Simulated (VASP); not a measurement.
Method: PBEsol GGA, VASP's PBE PAW potentials (set 64) (plane waves; VASP 6.6.1).

VASP input:

INCAR:
```
# general
SYSTEM   =  SnO
PREC     =  Accurate
ENCUT    =  600   # plane-wave cut-off (eV)
LREAL    =  .FALSE.   # projection in real space or not
LASPH    =  .TRUE.   # aspherical one-centre terms

# electronic loop
EDIFF    =  1E-7   # SCF stop (eV)
NELM     =  100   # most electronic steps
ALGO     =  Normal   # blocked Davidson
LMAXMIX  =  4

# smearing
ISMEAR   =  0
SIGMA    =  0.05   # width (eV)

# functional
GGA      =  PS

# ions
IBRION   =  2   # conjugate gradients
NSW      =  30
ISIF     =  2
EDIFFG   =  -0.01   # ionic stop

# output
LWAVE    =  .FALSE.
LCHARG   =  .FALSE.
```

POSCAR:
```
SnO
1
    3.8086401746     0.0000000000     0.0000000000
    0.0000000000     3.8467265763     0.0000000000
    0.0000000000     0.0000000000     4.7761380248
Sn O
2 2
Direct
  0.5000000000   0.0000000000   0.7559990603
  0.0000000000   0.5000000000   0.2440009397
  0.5000000000   0.5000000000   0.0000000000
  0.0000000000   0.0000000000   0.0000000000
```

File KPOINTS:
```
Automatic mesh
0
Gamma
6 6 4
0 0 0
```

POTCAR, in this order: Sn_d O (PBE.64 set). Program: vasp_std.

What VASP printed:

File OSZICAR:
```
       N       E                     dE             d eps       ncg     rms          rms(c)
DAV:   1     0.416068195646E+03    0.41607E+03   -0.22329E+04  2352   0.276E+03
DAV:   2     0.326647129321E+02   -0.38340E+03   -0.37664E+03  2448   0.618E+02
DAV:   3    -0.249267535801E+02   -0.57591E+02   -0.56723E+02  2736   0.200E+02
DAV:   4    -0.274042562850E+02   -0.24775E+01   -0.24742E+01  2640   0.450E+01
DAV:   5    -0.274669004867E+02   -0.62644E-01   -0.62640E-01  2936   0.749E+00    0.107E+01
DAV:   6    -0.242893734253E+02    0.31775E+01   -0.21722E+01  3912   0.509E+01    0.471E+00
DAV:   7    -0.242461895430E+02    0.43184E-01   -0.20922E+00  2584   0.944E+00    0.249E+00
DAV:   8    -0.242369368053E+02    0.92527E-02   -0.57593E-01  3328   0.519E+00    0.105E+00
DAV:   9    -0.242119323879E+02    0.25004E-01   -0.17783E-01  3552   0.404E+00    0.256E-01
DAV:  10    -0.242141538293E+02   -0.22214E-02   -0.25440E-02  3432   0.145E+00    0.256E-01
DAV:  11    -0.242126800159E+02    0.14738E-02   -0.81090E-03  3544   0.815E-01    0.223E-02
DAV:  12    -0.242127951986E+02   -0.11518E-03   -0.10945E-03  2480   0.199E-01    0.533E-02
DAV:  13    -0.242127729396E+02    0.22259E-04   -0.52854E-05  3592   0.744E-02    0.283E-02
DAV:  14    -0.242127598794E+02    0.13060E-04   -0.60062E-05  3696   0.587E-02    0.340E-03
DAV:  15    -0.242127601558E+02   -0.27639E-06   -0.51192E-06  3136   0.143E-02    0.211E-03
DAV:  16    -0.242127602647E+02   -0.10897E-06   -0.37688E-07  2352   0.461E-03    0.193E-03
DAV:  17    -0.242127603908E+02   -0.12608E-06   -0.31517E-07  2064   0.584E-03    0.533E-04
DAV:  18    -0.242127603692E+02    0.21608E-07   -0.23032E-08  1304   0.178E-03
   1 F= -.24212760E+02 E0= -.24212335E+02  d E =-.242128E+02
       N       E                     dE             d eps       ncg     rms          rms(c)
DAV:   1    -0.242128562327E+02   -0.95842E-04   -0.12338E+00  2624   0.728E+00    0.219E-01
DAV:   2    -0.242161558703E+02   -0.32996E-02   -0.35083E-02  3528   0.162E+00    0.778E-02
DAV:   3    -0.242160801570E+02    0.75713E-04   -0.44142E-04  2688   0.266E-01    0.530E-02
DAV:   4    -0.242160506857E+02    0.29471E-04   -0.12156E-04  3232   0.178E-01    0.193E-02
DAV:   5    -0.242160524893E+02   -0.18036E-05   -0.26887E-05  3272   0.412E-02    0.520E-03
DAV:   6    -0.242160521358E+02    0.35347E-06   -0.14079E-06  2952   0.201E-02    0.130E-03
DAV:   7    -0.242160522269E+02   -0.91074E-07   -0.11280E-07  1480   0.541E-03
   2 F= -.24216052E+02 E0= -.24215648E+02  d E =-.329186E-02
       N       E                     dE             d eps       ncg     rms          rms(c)
DAV:   1    -0.242158766695E+02    0.17547E-03   -0.16889E-01  2608   0.270E+00    0.780E-02
DAV:   2    -0.242163046643E+02   -0.42799E-03   -0.45660E-03  3568   0.582E-01    0.279E-02
DAV:   3    -0.242162966765E+02    0.79878E-05   -0.56621E-05  2688   0.898E-02    0.190E-02
DAV:   4    -0.242162938062E+02    0.28704E-05   -0.13489E-05  3264   0.578E-02    0.698E-03
DAV:   5    -0.242162939965E+02   -0.19037E-06   -0.32134E-06  3200   0.141E-02    0.200E-03
DAV:   6    -0.242162938864E+02    0.11015E-06   -0.12297E-07  1712   0.604E-03    0.447E-04
DAV:   7    -0.242162939068E+02   -0.20428E-07   -0.23730E-08  1304   0.199E-03
   3 F= -.24216294E+02 E0= -.24215953E+02  d E =-.353354E-02
       N       E                     dE             d eps       ncg     rms          rms(c)
DAV:   1    -0.242162976891E+02   -0.38028E-05   -0.43600E-02  2600   0.127E+00    0.335E-02
DAV:   2    -0.242164204466E+02   -0.12276E-03   -0.12942E-03  2648   0.244E-01    0.150E-02
DAV:   3    -0.242164171174E+02    0.33293E-05   -0.16094E-05  2792   0.314E-02    0.105E-02
DAV:   4    -0.242164139687E+02    0.31487E-05   -0.10108E-05  2432   0.281E-02    0.117E-03
DAV:   5    -0.242164143109E+02   -0.34220E-06   -0.33905E-06  2368   0.126E-02    0.133E-03
DAV:   6    -0.242164143110E+02   -0.12278E-09   -0.36916E-08  1424   0.196E-03
   4 F= -.24216414E+02 E0= -.24216069E+02  d E =-.120404E-03
       N       E                     dE             d eps       ncg     rms          rms(c)
DAV:   1    -0.242161634135E+02    0.25090E-03   -0.12209E-01  2600   0.213E+00    0.561E-02
DAV:   2    -0.242165077087E+02   -0.34430E-03   -0.36291E-03  2648   0.408E-01    0.250E-02
DAV:   3    -0.242164984460E+02    0.92627E-05   -0.45171E-05  2800   0.526E-02    0.175E-02
DAV:   4    -0.242164897168E+02    0.87292E-05   -0.28333E-05  3136   0.469E-02    0.196E-03
DAV:   5    -0.242164906450E+02   -0.92816E-06   -0.91915E-06  2352   0.199E-02    0.220E-03
DAV:   6    -0.242164906379E+02    0.70522E-08   -0.99173E-08  1728   0.311E-03
   5 F= -.24216491E+02 E0= -.24216137E+02  d E =-.196731E-03
```

### OUTCAR
```
------------------------ aborting loop because EDIFF is reached ----------------------------------------
  FORCE on cell =-STRESS in cart. coord.  units (eV):
  Direction    XX          YY          ZZ          XY          YZ          ZX
  --------------------------------------------------------------------------------------
  Total       -0.5249921     -0.5720528     -0.2279291      0.0000000      0.0000000      0.0000000
  in kB      -12.0205739    -13.0981079     -5.2188190      0.0000000      0.0000000      0.0000000
  external PRESSURE =     -10.1125003 kB  Pullay stress =       0.0000000 kB
  volume of cell :       69.97
      direct lattice vectors                 reciprocal lattice vectors
     3.808640175  0.000000000  0.000000000     0.262560902  0.000000000  0.000000000
     0.000000000  3.846726576  0.000000000     0.000000000  0.259961289  0.000000000
     0.000000000  0.000000000  4.776138025     0.000000000  0.000000000  0.209374184
 POSITION                                       TOTAL-FORCE (eV/Angst)
 -----------------------------------------------------------------------------------
      1.90432      0.00000      3.62507         0.000000      0.000000     -0.000741
      0.00000      1.92336      1.15107         0.000000      0.000000      0.000741
      1.90432      1.92336      4.76697         0.000000      0.000000      0.000298
      0.00000      0.00000      0.00917         0.000000      0.000000     -0.000298
 -----------------------------------------------------------------------------------
    total drift:                                0.000000      0.000000     -0.000000
  FREE ENERGIE OF THE ION-ELECTRON SYSTEM (eV)
  ---------------------------------------------------
  free  energy   TOTEN  =       -24.2164906379 eV

  energy  without entropy=      -24.2157837875  energy(sigma->0) =      -24.21613721

 reached required accuracy - stopping structural energy minimisation
```
(Selected blocks of OUTCAR.)

CONTCAR:
```
SnO
   1.00000000000000
     3.8086401745999998    0.0000000000000000    0.0000000000000000
     0.0000000000000000    3.8467265763000000    0.0000000000000000
     0.0000000000000000    0.0000000000000000    4.7761380247999998
  Sn              O
     2     2
Direct
     0.5000000000000000    0.0000000000000000    0.7589958300252750
     0.0000000000000000    0.5000000000000000    0.2410041699747250
     0.5000000000000000    0.5000000000000000    0.9980802288978995
     0.0000000000000000    0.0000000000000000    0.0019197711021005
```

### OUTCAR
```
 val. band max:        6.9389899571   @ k =   0.0000   0.0000   0.0000

 cond. band min:       6.9712359907   @ k =   0.5000   0.5000   0.0000


 Fermi energy:         6.9512650207

 k-point     1 :       0.0000    0.0000    0.0000
  band No.  band energies     occupation
      1     -14.8807      2.00000
      2     -14.4597      2.00000
      3     -14.4591      2.00000
      4     -14.4481      2.00000
      5     -14.4107      2.00000
      6     -14.4079      2.00000
      7     -14.3539      2.00000
      8     -14.3511      2.00000
      9     -14.3312      2.00000
     10     -14.3285      2.00000
     11     -13.0739      2.00000
     12     -10.4341      2.00000
     13      -0.5729      2.00000
     14       0.2547      2.00000
     15       0.7084      2.00000
     16       0.7790      2.00000
     17       3.5672      2.00000
     18       3.8374      2.00000
     19       3.8513      2.00000
     20       6.9390      1.27155
     21       9.0318      0.00000
     22      11.4438      0.00000
     23      11.4919      0.00000
     24      11.6304      0.00000

 k-point     2 :       0.1667    0.0000    0.0000
  band No.  band energies     occupation
      1     -14.8660      2.00000
      2     -14.4654      2.00000
      3     -14.4534      2.00000
      4     -14.4523      2.00000
      5     -14.4214      2.00000
      6     -14.4125      2.00000
      7     -14.3975      2.00000
      8     -14.3574      2.00000
      9     -14.3350      2.00000
     10     -14.3308      2.00000
     11     -12.8406      2.00000
     12     -10.5702      2.00000
     13      -0.6977      2.00000
     14       0.2864      2.00000
     15       0.8918      2.00000
     16       0.9246      2.00000
     17       3.1974      2.00000
     18       3.6036      2.00000
     19       3.6068      2.00000
     20       6.9052      1.80733
     21       9.7850      0.00000
     22      10.1100      0.00000
     23      11.6686      0.00000
     24      11.9899      0.00000
...
```

Without a dispersion term in the relaxation, distances and binding between the weakly bound layers, chains or molecules are unreliable, and so is what depends on them. Unless said otherwise, spin-orbit coupling is left out, though it shifts the bands of the heavy elements here.

The compound is SnO in the litharge structure. This cell was strained or had an atom moved on purpose. Symmetry was kept, so distortions that lower it aren't found.
